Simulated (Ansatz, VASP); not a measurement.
# MgNi3C in two plane-wave programs

One calculation is typed for both programs; each brings its own data sets. How far apart do they land? The cell is taken from a series of runs on this material, whose earlier steps may have relaxed, scaled, displaced or heated it; both programs get it as it stands.

Calculated with Ansatz 0.2.0; plane waves, with VASP 6.6.1 beside it; relaxation of cell and atoms at PBEsol.

## Step 1: Starting point

It takes space group Pm-3m (No. 221, cubic). Conventional cell: a = 3.772 Å, b = 3.772 Å, c = 3.772 Å, α = 90.00°, β = 90.00°, γ = 90.00°. Mg has 12 Ni at 2.67 Å nearest. Nearest to Ni lie 2 C at 1.89 Å and 4 Mg at 2.67 Å and 8 Ni at 2.67 Å. Nearest to C lie 6 Ni at 1.89 Å. Farther neighbours are not listed.

## Step 2: Ansatz: relaxation of cell and atoms, PBEsol

Ansatz runs on its PAW soft_1 files.

The relaxed volume is the usual yardstick between codes: in a stiff, nearly cubic crystal its relative difference is about their pressure difference at one cell divided by the bulk modulus.

The input, input.yaml:

```yaml
crystal:
  lattice:
    - [3.7720839981, 0.0, 0.0]
    - [0.0, 3.7720839981, 0.0]
    - [0.0, 0.0, 3.7720839981]
  atoms:
    - { symbol: Mg, position: [0.0, 0.0, 0.0] }
    - { symbol: Ni, position: [0.0, 0.5, 0.5] }
    - { symbol: Ni, position: [0.5, 0.0, 0.5] }
    - { symbol: Ni, position: [0.5, 0.5, 0.0] }
    - { symbol: C, position: [0.5, 0.5, 0.5] }
kpoints:
  mp_grid: { grid: [12, 12, 12] }
hamiltonian:
  xc: pbesol
  pseudopotentials: { kind: paw, azcp: { folder: soft_1 }, xc_functional: pbe }
scf:
  occupations: { method: methfessel_paxton, width: 0.2 }
output:
  forces: true
  stress: true
  eigenvalues: true
relax:
  adjacent_minimum: "off"
  f_tol: 0.001
  max_steps: 60
  cell: { stress_tol: 0.01 }
```

Command:

```
$ ansatz run input.yaml --threads 4 --pin off --max-ram 10240MiB --backend cpu --events-out ev --progress --plain --runs-dir out
```

Numbers of over 12 decimals in the logs are rounded to 6 here.

Log:

```text
Engine: ansatz 0.2.0, aarch64-unknown-linux-gnu
Pseudopotentials: kind: paw
Pseudopotential: Mg, paw, valence charge 10, recommended cutoff 420 eV (normal), soft_1/Mg.paw.azcp
Pseudopotential: Ni, paw, valence charge 18, recommended cutoff 420 eV (normal), soft_1/Ni.paw.azcp
Pseudopotential: C, paw, valence charge 4, recommended cutoff 420 eV (normal), soft_1/C.paw.azcp
Functional definition: PBEsol
  exchange = pbesol_x
  correlation = pbesol_c
Crystal: 5 atoms, lattice volume = 53.672 Å³
Basis set: ecut = 420 eV, 1021 PW (Γ), exchange–correlation on 54×54×54 points (8 copies of the dense FFT grid, shifted against one another)
Bands: 41, of which v1, the nominal top of the filled ones, is band 34 counted from 1 (33 counted from 0)
Symmetry: 48 space group operations
Space group: Pm-3m (ITA 221), of the structure as read, at distance tolerance 3.8e-5 Å
k-points: 84 of 1728
Non-local potential: Mg, projectors of the file, l = 0: 3, l = 1: 2, l = 2: 1
Non-local potential: Ni, projectors of the file, l = 0: 3, l = 1: 2, l = 2: 3, l = 3: 1
Non-local potential: C, projectors of the file, l = 0: 2, l = 1: 2, l = 2: 1
PAW form: soft (Blöchl's): semilocal exchange-correlation on the pseudo side does not see the compensation charge
PAW frozen core: Mg, regenerated for the run's functional, and the local potential with it (the file was generated under x = pbe(κ = 0.804, μ = 0.219515), c = pbe(β = 0.066725))
PAW frozen core: Ni, regenerated for the run's functional, and the local potential with it (the file was generated under x = pbe(κ = 0.804, μ = 0.219515), c = pbe(β = 0.066725))
PAW frozen core: C, regenerated for the run's functional, and the local potential with it (the file was generated under x = pbe(κ = 0.804, μ = 0.219515), c = pbe(β = 0.066725))
PAW one-centre angular grid: Mg, 110 points (default); XC on 64 Gauss nodes
PAW one-centre angular grid: Ni, 590 points (default); XC on 64 Gauss nodes
PAW one-centre angular grid: C, 110 points (default); XC on 64 Gauss nodes
Initial density: superposition of atomic densities (chi_scale 0.1, normalization cell, long waves kept (reshape's long-wave potential 0.01 eV rms))
Initial wavefunctions: pseudopotential atomic-orbital guess
Functional: x = pbesol(κ = 0.804, μ = 0.123457), c = pbesol(β = 0.046)
SCF iter   1: F=—  HF=-19574.868665 eV  |F-HF|=—  |Δ(HF+E_count)|=         —  Δρ=5.41e-2  dr2=9.45e-1  ethr=3.10e-3  ⟨swp⟩=5.4  Hψ=11410  notcnv=0
preconditioner: auto → Kerker (q_TF=auto, 2.838 Å⁻¹)  [metal: Δε(μ)=0.007 eV  Ē_g=8.041 eV  σ=0.200 eV  W_gap=0.03  n_scr=18 (ndim 8)  ℏωp=30.4 eV  f_vac=0.000  D(μ)=5.56/eV (n_scr^D=80)]
SCF iter   2: F=—  HF=-19574.626225 eV  |F-HF|=—  |Δ(HF+E_count)|=   2.42e-1  S|Δr|=    0.00e0  Δρ=2.68e-2  dr2=3.56e-1  ethr=1.39e-3  ⟨swp⟩=2.0  Hψ=4499  notcnv=0  defer=138
SCF iter   3: F=—  HF=-19574.535614 eV  |F-HF|=—  |Δ(HF+E_count)|=   9.06e-2  S|Δr|=    0.00e0  Δρ=9.20e-3  dr2=8.23e-2  ethr=5.23e-4  ⟨swp⟩=2.3  Hψ=4917  notcnv=0  defer=138
SCF iter   4: F=—  HF=-19574.518412 eV  |F-HF|=—  |Δ(HF+E_count)|=   1.72e-2  S|Δr|=    0.00e0  Δρ=3.93e-3  dr2=9.98e-3  ethr=1.21e-4  ⟨swp⟩=2.0  Hψ=3915  notcnv=0  defer=140
SCF iter   5: F=—  HF=-19574.515455 eV  |F-HF|=—  |Δ(HF+E_count)|=   2.96e-3  S|Δr|=    0.00e0  Δρ=1.18e-3  dr2=1.31e-3  ethr=1.47e-5  ⟨swp⟩=2.0  Hψ=5032  notcnv=0  defer=135
SCF iter   6: F=—  HF=-19574.514766 eV  |F-HF|=—  |Δ(HF+E_count)|=   6.89e-4  S|Δr|=    0.00e0  Δρ=3.91e-4  dr2=6.66e-5  ethr=1.93e-6  ⟨swp⟩=2.1  Hψ=4880  notcnv=0  defer=135
SCF iter   7: F=—  HF=-19574.514775 eV  |F-HF|=—  |Δ(HF+E_count)|=   9.09e-6  S|Δr|=    0.00e0  Δρ=2.64e-4  dr2=3.40e-5  ethr=9.79e-8  ⟨swp⟩=2.0  Hψ=6239  notcnv=0  defer=135
SCF iter   8: F=—  HF=-19574.514743 eV  |F-HF|=—  |Δ(HF+E_count)|=   3.13e-5  S|Δr|=    0.00e0  Δρ=5.77e-5  dr2=1.42e-6  ethr=4.99e-8  ⟨swp⟩=2.0  Hψ=4943  notcnv=0  defer=135
SCF iter   9: F=—  HF=-19574.514743 eV  |F-HF|=—  |Δ(HF+E_count)|=   4.49e-7  S|Δr|=    0.00e0  Δρ=1.92e-5  dr2=1.54e-7  ethr=2.08e-9  ⟨swp⟩=2.1  Hψ=5628  notcnv=0  defer=135
SCF iter  10: F=-19574.514743 eV  HF=-19574.514743 eV  |F-HF|=7.68e-10  |Δ(HF+E_count)|=   9.58e-9  S|Δr|=    0.00e0  Δρ=5.56e-6  dr2=1.01e-8  ethr=1.47e-10  ⟨swp⟩=10.1  Hψ=14934  notcnv=0
SCF 1 converged in 10 iterations: F = -19574.514743 eV  dr2 = 1.01e-8
  greatest PAW one-centre occupation: 1.001 electrons in one spin orbital (limit 2), on the Ni atom at site 3 (counted from 0), in its partial waves of l = 1
relax step   1: F+E_penalty+E_count = -19574.51474292 eV  Δ(F+E_penalty+E_count) = +0.000e0 eV  max|allowed force component| = 3.524e-28 eV/Å  Δτ_max = 0.0000 Å  P = -0.023 GPa  Ω = 53.672 Å³  (10 SCF iters, dr2 threshold 1.00e-7 eV, accepted)
[...]
relax step   2: F+E_penalty+E_count = -19574.51474554 eV  Δ(F+E_penalty+E_count) = -2.618e-6 eV  max|allowed force component| = 2.125e-29 eV/Å  Δτ_max = 0.0000 Å  P = -0.011 GPa  Ω = 53.668 Å³  energy of the carried Pulay correction = +2.275e-6 eV  (4 SCF iters, dr2 threshold 1.31e-9 eV, accepted)
[...]
relax step   3: F+E_penalty+E_count = -19574.51474794 eV  Δ(F+E_penalty+E_count) = -2.404e-6 eV  max|allowed force component| = 5.217e-29 eV/Å  Δτ_max = 0.0000 Å  P = +0.000 GPa  Ω = 53.665 Å³  energy of the carried Pulay correction = +4.563e-6 eV  (4 SCF iters, dr2 threshold 3.30e-10 eV, accepted)
[...]
relax step   4: F+E_penalty+E_count = -19574.51473165 eV  Δ(F+E_penalty+E_count) = +1.629e-5 eV  max|allowed force component| = 4.039e-29 eV/Å  Δτ_max = 0.0000 Å  P = +0.000 GPa  Ω = 53.665 Å³  stress off target by 2.00e-4 GPa  SCF on the basis re-selected at this cell (its energy is not comparable with the rows above)  (8 SCF iters)
basis re-selected at this cell: Δ(F+E_penalty+E_count) = +1.629e-5 eV, ΔP = +0.000 GPa vs the last step (what re-selecting the basis moved, of the pressure what is left beyond the Pulay correction that the steps carried, after the strain that the cell walked since its last selection, with what the two solves' SCF thresholds leave and, on support functions, any second-order correction that the steps lacked; it is no m [...]
SCF converged after 8 iterations
Stability not checked: this state was not tested for a lower state beside it, because cold or Methfessel-Paxton smearing, or corrected tetrahedra, fill the levels in a way that the test cannot read (fill_not_monotonic; see scf.lower_state_search)
Free energy (F): -19574.514732 eV
Harris-Foulkes:  -19574.514732 eV  (|F-HF|=3.64e-12)
Internal energy: -19574.501429 eV  (E = F + TS)
E sigma→0 (E₀):  -19574.511406 eV
Entropy (-TS):   -0.013303 eV (-2.661 meV/atom)
Fermi energy:    14.772568 eV
--- Per-component energies (eV) ---
  E_band       = -1274.857413
  E_kinetic    = 1183.666670
  E_local      = -11063.120853  (includes V_loc(G=0)·N_el)
  E_nonlocal   = -127.355548
  E_hartree    = 5552.385904
  E_xc         = -412.061460
  E_vxc        = -531.424455  (∫ρ·V_xc dr)
  E_paw        = -5252.322038  (= ΣΔE_a)
  E_vpaw       = -1841.397282  (= ΣTr[D̂ρ^β])
  E_aug_tail   = 0.002407  (compensation charges beyond the density's cutoff)
  E_ewald      = -9456.368341
  E_core_change = 0.671831  (= ΣΔE_core)
  E_smearing   = -0.013303  (= −TS)
  E_closure    = 0.000000  (closes the sum)
  Σ components = -19574.514732   (vs F -19574.514732, Δ=0.00e0)
--- Forces (eV/Å), atoms counted from 1 ---
  atom   1  Mg    -0.00000000    -0.00000000     0.00000000
  atom   2  Ni     0.00000000     0.00000000    -0.00000000
  atom   3  Ni    -0.00000000    -0.00000000    -0.00000000
  atom   4  Ni     0.00000000     0.00000000     0.00000000
  atom   5  C     -0.00000000     0.00000000    -0.00000000
  max |Σ_I F_I| component: 1.35e-28 eV/Å
--- Stress (GPa, compression-positive) ---
        0.000200       0.000000      -0.000000
        0.000000       0.000200      -0.000000
       -0.000000      -0.000000       0.000200
  P = ⅓ Tr σ = 0.0002 GPa (0.002 kbar)
--- Band table (eV; the first three rows and the last of 84) ---
  k-point 0: bands = [... 30 lower, 13.3415, 14.0180, 14.0180, 14.0180, 14.2875, 18.2044, 19.8925, 19.8925, ... 3 higher]
  k-point 1: bands = [... 30 lower, 13.3466, 14.0181, 14.0657, 14.0657, 14.2627, 18.2570, 19.4032, 19.9181, ... 3 higher]
  k-point 2: bands = [... 30 lower, 13.3544, 14.0182, 14.1892, 14.2078, 14.2078, 18.3779, 19.0055, 19.9973, ... 3 higher]
  k-point 83: bands = [... 30 lower, 13.6541, 13.6541, 14.0724, 14.0724, 14.0724, 16.0095, 16.0095, 16.0095, ... 3 higher]
--- Relaxed structure (3 steps of the walk, 3 accepted, 1 SCFs on fresh bases) ---
  F+E_penalty+E_count = -19574.51473165 eV   max|allowed force component| = 4.039e-29 eV/Å   (the final SCF, on the basis selected at the relaxed cell)
  cell:  # Å, volume = 53.6652 Å³
    - [3.771935, 0, 0.0]
    - [0, 3.771935, 0]
    - [0.0, 0, 3.771935]
  atoms:
    - { symbol: Mg, position: [0, 0, 0] }
    - { symbol: Ni, position: [0, 0.500000, 0.500000] }
    - { symbol: Ni, position: [0.500000, 0, 0.500000] }
    - { symbol: Ni, position: [0.500000, 0.500000, 0] }
    - { symbol: C, position: [0.500000, 0.500000, 0.500000] }
```

(Part 1 of 2 ends here.)

[Lines on the potential files, build, host, timing and source positions are cut from VASP's logs without a mark.]

[Logs are printed without paths, hosts, clocks, repeated set-up lines and the standing remarks that a program may print on its own settings, such as how far it seeks lower states.]

[Hosts, paths, dates, database ids (printed as entryN), source tags and the programs' standing remarks are cut or masked in the printed files.]
